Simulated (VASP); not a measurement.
## Lattice of Si2W across functionals and dispersion corrections

How close do the usual functionals, with and without dispersion, come to the cell of Si2W? The levels: LDA, PBEsol, PBE, r2SCAN, PBE + D3(BJ), r2SCAN + rVV10, vdW-DF-cx and SCAN. LASPH is on for some levels and off for others; the table marks which. The start is a cell from a database of measured crystal structures.

Program: VASP 6.6.1. Level of theory: LDA; plane waves and PAW (Si, W), in the first sound run; inputs show where later runs differ. Results are calculated unless marked as measured.

**Measured values to reproduce.**

“Giant magnetoresistance, Fermi surface topology, Shoenberg effect and vanishing quantum oscillations in type-II Dirac semimetal candidates MoSi2 and WSi2” (2022, arxiv:2202.05362) reports for WSi2, tetragonal MoSi2-type, by powder X-ray diffraction (Czochralski-grown material): lattice constant a 3.21395 Å; lattice constant c 7.83128 Å.

## (1) The structure

Before any relaxation, the start is as follows. It takes space group I4/mmm (No. 139, tetragonal). Conventional cell: a = 3.214 Å, b = 3.214 Å, c = 7.830 Å, α = 90.00°, β = 90.00°, γ = 90.00°. Si has 5 Si at 2.59 to 2.63 Å and 5 W at 2.62 Å nearest. Nearest to W lie 10 Si at 2.62 Å. Farther neighbours are not listed.

## (2) Relaxation with LDA

The start need not lie at this functional's minimum. ISIF = 3 frees volume, shape and positions, and EDIFFG sets the threshold on forces and stress at which the search stops. LDA, the lowest rung, knows the local density alone.

INCAR reads:

```
SYSTEM = Si2W
PREC = Accurate
ENCUT = 520
EDIFF = 1E-06
NELM = 100
ISMEAR = -1
SIGMA = 0.05
LREAL = .FALSE.
ALGO = Normal
GGA = CA
NBANDS = 13
LORBIT = 11
LWAVE = .FALSE.
LCHARG = .FALSE.
KPAR = 4
IBRION = 2
NSW = 60
ISIF = 3
EDIFFG = -0.01
```

POSCAR reads:

```
Si2W
1.0
   -1.6069000000      1.6069000000      3.9149500000
    1.6069000000     -1.6069000000      3.9149500000
    1.6069000000      1.6069000000     -3.9149500000
Si W
2 1
Direct
    0.3347000000      0.3347000000      0.0000000000
    0.6653000000      0.6653000000      0.0000000000
    0.0000000000      0.0000000000      0.0000000000
```

KPOINTS reads:

```
Automatic mesh
0
Gamma
10 10 10
0 0 0
```

The projector-augmented-wave data sets are Si and W (PBE family, release 64).

Launch:

```sh
> mpirun -np 4 vasp_std
```

Log:

```text
[banner, memory and clock lines left out]
running    4 mpi-ranks, on    1 nodes
 distrk:  each k-point on    1 cores,    4 groups
 distr:  one band on    1 cores,    1 groups

 POSCAR found type information on POSCAR SiW
 POSCAR found :  2 types and       3 ions
|                                                                             |
|               ----> ADVICE to this user running VASP <----                  |
|                                                                             |
|     You enforced a specific xc type in the INCAR file but a different       |
|     [... a line on the potential file left out ...]
|     I HOPE YOU KNOW WHAT YOU ARE DOING!                                     |
|                                                                             |

 LDA part: xc-table for (Slater(with rela. corr.)+CA(PZ))
 , standard interpolation
 POSCAR, INCAR and KPOINTS ok, starting setup
 FFT: planning ... GRIDC
 FFT: planning ... GRID_SOFT
 FFT: planning ... GRID
 WAVECAR not read
 entering main loop
       N       E                     dE             d eps       ncg     rms          rms(c)
DAV:   1     0.268606725340E+02    0.26861E+02   -0.59961E+03  2652   0.936E+02
DAV:   2    -0.257333564919E+02   -0.52594E+02   -0.47980E+02  3318   0.188E+02
DAV:   3    -0.282272627081E+02   -0.24939E+01   -0.24225E+01  3592   0.332E+01
DAV:   4    -0.282625829073E+02   -0.35320E-01   -0.35250E-01  3249   0.459E+00
DAV:   5    -0.282631147696E+02   -0.53186E-03   -0.53172E-03  3737   0.474E-01    0.278E+01
DAV:   6    -0.275015672447E+02    0.76155E+00   -0.22347E+00  3944   0.949E+00    0.115E+01
DAV:   7    -0.273811458830E+02    0.12042E+00   -0.24250E-01  3031   0.320E+00    0.585E+00
DAV:   8    -0.273551292147E+02    0.26017E-01   -0.42849E-02  3477   0.160E+00    0.406E-01
DAV:   9    -0.273548457272E+02    0.28349E-03   -0.23232E-03  3140   0.326E-01    0.216E-01
DAV:  10    -0.273547817298E+02    0.63997E-04   -0.32327E-04  3383   0.116E-01    0.516E-02
DAV:  11    -0.273547724914E+02    0.92384E-05   -0.39904E-05  3309   0.458E-02    0.187E-02
DAV:  12    -0.273547726074E+02   -0.11601E-06   -0.13032E-06  2328   0.907E-03
   1 F= -.27354773E+02 E0= -.27353109E+02  d E =-.273548E+02
 curvature:   0.00 expect dE= 0.000E+00 dE for cont linesearch  0.000E+00
 trial: gam= 0.00000 g(F)=  0.399E-03 g(S)=  0.550E-01 ort = 0.000E+00 (trialstep = 0.100E+01)
 search vector abs. value=  0.554E-01
 bond charge predicted
       N       E                     dE             d eps       ncg     rms          rms(c)
DAV:   1    -0.273583683362E+02   -0.35958E-02   -0.13920E+00  2782   0.822E+00    0.370E+00
DAV:   2    -0.273338177588E+02    0.24551E-01   -0.42037E-02  3215   0.153E+00    0.163E+00
DAV:   3    -0.273277988017E+02    0.60190E-02   -0.65690E-03  3067   0.541E-01    0.528E-01
DAV:   4    -0.273269734711E+02    0.82533E-03   -0.12149E-03  3375   0.244E-01    0.845E-02
DAV:   5    -0.273269765469E+02   -0.30757E-05   -0.26047E-05  3208   0.370E-02    0.379E-02
DAV:   6    -0.273269708575E+02    0.56893E-05   -0.26708E-05  3072   0.292E-02    0.392E-03
DAV:   7    -0.273269702839E+02    0.57359E-06   -0.20148E-06  2472   0.101E-02
   2 F= -.27326970E+02 E0= -.27325405E+02  d E =0.278023E-01
[...]
3 F= -.27364344E+02 E0= -.27362716E+02  d E =-.957103E-02
[...]
4 F= -.27364344E+02 E0= -.27362717E+02  d E =-.957164E-02
[...]
5 F= -.27364398E+02 E0= -.27362729E+02  d E =-.534814E-04
 trial-energy change:   -0.000053  1 .order   -0.000054   -0.000208    0.000099
 step:   0.5879(harm=  0.5879)  dis= 0.00020  next Energy=   -27.364414 (dE=-0.702E-04)
 bond charge predicted
       N       E                     dE             d eps       ncg     rms          rms(c)
DAV:   1    -0.273644225554E+02   -0.24081E-04   -0.60783E-04  3020   0.166E-01    0.131E-02
DAV:   2    -0.273644160934E+02    0.64620E-05   -0.14139E-05  3410   0.297E-02    0.874E-03
DAV:   3    -0.273644139639E+02    0.21295E-05   -0.36393E-06  3233   0.125E-02    0.221E-03
DAV:   4    -0.273644138877E+02    0.76183E-07   -0.34202E-07  1516   0.425E-03
   6 F= -.27364414E+02 E0= -.27362759E+02  d E =-.696359E-04
 curvature:  -0.30 expect dE=-0.173E-05 dE for cont linesearch -0.131E-08
 trial: gam= 0.00503 g(F)=  0.189E-05 g(S)=  0.392E-05 ort =-0.103E-05 (trialstep = 0.813E+00)
 search vector abs. value=  0.580E-05
 reached required accuracy - stopping structural energy minimisation
```

The job ended after 25 s (4 MPI ranks of Intel Xeon 6975P-C (Granite Rapids), shared host; peak memory 0.89 GiB; 95 s of CPU time).

The logs omit lines about the potential files and the build; timing stands in the text.

OUTCAR, selected parts (step 2):

```text
ion  position               nearest neighbor table
   1  0.335  0.335  0.000-   2 2.59   3 2.62   3 2.62   3 2.62   3 2.62   3 2.62   2 2.63   2 2.63
                             2 2.63   2 2.63
   2  0.665  0.665  0.000-   1 2.59   3 2.62   3 2.62   3 2.62   3 2.62   3 2.62   1 2.63   1 2.63
                             1 2.63   1 2.63
   3  0.000  0.000  0.000-   2 2.62   2 2.62   2 2.62   1 2.62   2 2.62   1 2.62   1 2.62   1 2.62
                             1 2.62   2 2.62

  LATTYP: Found a body centered tetragonal cell.
 ALAT       =     3.2138000000
 C/A-ratio  =     2.4363370465

 Subroutine GETGRP returns: Found 16 space group operations
 (whereof 16 operations were pure point group operations)

The static configuration has the point symmetry D_4h.

 Found    102 irreducible k-points:

   k-points           NKPTS =    102   k-points in BZ     NKDIM =    102   number of bands    NBANDS=     13

   dimension x,y,z NGX =    36 NGY =   36 NGZ =   36
   dimension x,y,z NGXF=    72 NGYF=   72 NGZF=   72

   ENCUT  =  520.0 eV  38.22 Ry    6.18 a.u.   8.42  8.42  8.42*2*pi/ulx,y,z

   NELECT =      14.0000    total number of electrons

 k-points in reciprocal lattice and weights: Automatic mesh
   0.00000000  0.00000000  0.00000000       0.001
   0.10000000 -0.00000000  0.00000000       0.008
   0.20000000 -0.00000000  0.00000000       0.008
   0.30000000  0.00000000 -0.00000000       0.008
   0.40000000  0.00000000  0.00000000       0.008
   0.50000000  0.00000000  0.00000000       0.004
   0.10000000  0.10000000  0.00000000       0.008
   0.20000000  0.10000000  0.00000000       0.016
   0.30000000  0.10000000  0.00000000       0.016
[...]
-0.40000000 -0.40000000  0.40000000       0.002
   0.50000000  0.50000000  0.50000000       0.001

 average (electrostatic) potential at core
       1 -78.6424       2 -78.6424       3 -34.3025

 E-fermi :  10.5377

 k-point     1 :       0.0000    0.0000    0.0000
  band No.  band energies     occupation
    ...
      2       3.5861      2.00000
      3       6.8316      2.00000
      4       7.0932      2.00000
      5       7.6590      2.00000
      6       7.6590      2.00000
      7      11.1624      0.00001
      8      13.4384      0.00000
      9      13.5737      0.00000
     10      13.7506      0.00000
     11      13.7506      0.00000
    ...

 k-point     2 :       0.1000   -0.0000    0.0000
  band No.  band energies     occupation
    ...
      3       6.2458      2.00000
      4       7.0981      2.00000
      5       7.7885      2.00000
      6       7.9052      2.00000
      7      10.4854      1.47999
      8      12.8633      0.00000
      9      13.2067      0.00000
     10      14.1215      0.00000
     11      14.5156      0.00000
     12      15.4550      0.00000
    ...

 k-point     3 :       0.2000   -0.0000    0.0000
  band No.  band energies     occupation
    ...
      3       5.3684      2.00000
      4       6.9160      2.00000
      5       8.0811      2.00000
      6       8.1358      2.00000
      7       9.4837      2.00000
      8      11.9849      0.00000
      9      12.8089      0.00000
     10      15.0758      0.00000
     11      15.1531      0.00000
     12      15.7990      0.00000
    ...

  Total        0.0093539      0.0093539      0.0082798      0.0000000     -0.0000000      0.0000000
  in kB        0.3773646      0.3773646      0.3340327      0.0000000     -0.0000000      0.0000000
  external PRESSURE =       0.3629207 kB  Pullay stress =       0.0000000 kB

  energy-cutoff  :      520.00
  volume of cell :       39.71
      direct lattice vectors                 reciprocal lattice vectors
    -1.596525566  1.596525566  3.895205777     0.000000000  0.313180077  0.128362923
     1.596525566 -1.596525566  3.895205777     0.313180077  0.000000000  0.128362923
     1.596525566  1.596525566 -3.895205777     0.313180077  0.313180077  0.000000000

 POSITION                                       TOTAL-FORCE (eV/Angst)
 -----------------------------------------------------------------------------------
      0.00000      0.00000      2.60828        -0.000000     -0.000000     -0.004429
      0.00000      0.00000      5.18213        -0.000000     -0.000000      0.004429
      1.59653      1.59653      3.89521         0.000000      0.000000      0.000000
 -----------------------------------------------------------------------------------
    total drift:                                0.000000      0.000000     -0.000000

  FREE ENERGIE OF THE ION-ELECTRON SYSTEM (eV)
  ---------------------------------------------------
  free  energy   TOTEN  =       -27.3644138877 eV

  energy  without entropy=      -27.3611040034  energy(sigma->0) =      -27.36275895

 reached required accuracy - stopping structural energy minimisation

 total charge
# of ion       s       p       d       tot
------------------------------------------
    1        0.738   0.904   0.000   1.642
    2        0.738   0.904   0.000   1.642
    3        0.559   0.680   4.625   5.865
--------------------------------------------------
tot          2.036   2.489   4.625   9.149

[... 3 further parts left out ...]
```

CONTCAR:

```
Si2W
   1.00000000000000
    -1.5965255660941819    1.5965255660941819    3.8952057770916060
     1.5965255660941819   -1.5965255660941819    3.8952057770916060
     1.5965255660941819    1.5965255660941819   -3.8952057770916060
  Si              W
     2     1
Direct
     0.3348064706623111    0.3348064706623111    0.0000000000000000
     0.6651935293376889    0.6651935293376889    0.0000000000000000
     1.0000000000000000    1.0000000000000000    1.0000000000000000
```

The PAW data sets were made with PBE, though LDA sets exist; this is a small mismatch. The data set W keeps the semicore shell frozen, which is cheaper and a little less accurate. The run keeps the 16 symmetry operations of its start, so it cannot find a distortion of lower symmetry.

Relaxation path:

| step | energy less that of the first step (eV) | largest force (eV/Å) | pressure (GPa) | volume (Å³) |
| --- | --- | --- | --- | --- |
| 1 | 0.0000 | 0.0643 | -4.23 | 40.44 |
| 2 | 0.0278 | 0.1598 | 9.16 | 38.39 |
| 3 | -0.0096 | 0.0065 | -0.05 | 39.73 |
| 4 | -0.0096 | 0.0079 | 0.03 | 39.72 |
| 5 | -0.0096 | 0.0032 | 0.04 | 39.71 |
| 6 | -0.0096 | 0.0044 | 0.04 | 39.71 |

| conventional cell, symmetrised | before | after | change |
| --- | --- | --- | --- |
| a (Å) | 3.214 | 3.193 | -0.6 % |
| b (Å) | 3.214 | 3.193 | -0.6 % |
| c (Å) | 7.830 | 7.790 | -0.5 % |
| volume (Å³/atom) | 13.48 | 13.24 | -1.8 % |

Final coordinates:

```xyz
3
Lattice="-1.5965 1.5965 3.8952 1.5965 -1.5965 3.8952 1.5965 1.5965 -3.8952" Properties=species:S:1:pos:R:3 pbc="T T T"
Si    0.0000    0.0000    2.6083
Si    0.0000    0.0000    5.1821
W     0.0000    0.0000    0.0000
```

Numbers from this step:

- electrons: 14
- bands: 13
- irreducible k-points: 102
- symmetry operations: 16
- free energy (TOTEN): -27.36 eV
- energy at zero smearing: -27.36 eV
- Fermi energy: 10.54 eV
- pressure: 0.03629 GPa
- metallic: yes
- SCF cycles over all ionic steps: 37

It ends with a largest force of 0.004 eV/Å and a pressure of 0.04 GPa. The volume lies -1.8 % from that of the database's start, which holds the thermal and zero-point expansion of its experiment. The conventional cell has a = 3.193 and c = 7.790 Å.

(Continued in part 2 of 3.)

[Lines on the potential files, build, host, timing and source positions are cut from VASP's logs without a mark.]

[Logs are printed without paths, hosts, clocks, repeated set-up lines and the standing remarks that a program may print on its own settings, such as how far it seeks lower states.]

[Hosts, paths, dates, database ids (printed as entryN), source tags and the programs' standing remarks are cut or masked in the printed files.]

[A measured line is paired with the nearest computed mode of its activity, which favours agreement.]
